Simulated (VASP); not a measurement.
Given:

```
EuO
1.0
    0.00000     2.47803     2.47803
    2.47803     0.00000     2.47803
    2.47803     2.47803     0.00000
Eu O
1 1
Direct
  0.00000   0.00000   0.00000
  0.50000   0.50000   0.50000
```

All values below come from optB88-vdW, VASP's PBE PAW potentials (set 64) (plane waves; VASP 6.6.1). Numerical set-up: 520 eV cut-off, Gaussian smearing of 0.050 eV, potentials Eu_2 O.

The 4f electrons are frozen in the core of the lanthanide potential, so 4f levels, which can set the real gap, and their magnetism are missing.

Estimate the band gap (along the path) with the smallest direct gap where there is one.

```
Item                                    Value
------------------------------------  -------
band gap (along the path)             2.73 eV
smallest direct gap (along the path)  2.73 eV
```

The absolute energy has meaning only against runs of the same code, potentials and settings.

The compound is EuO in the rock salt structure. It was relaxed first, which changed the volume by -10 %.
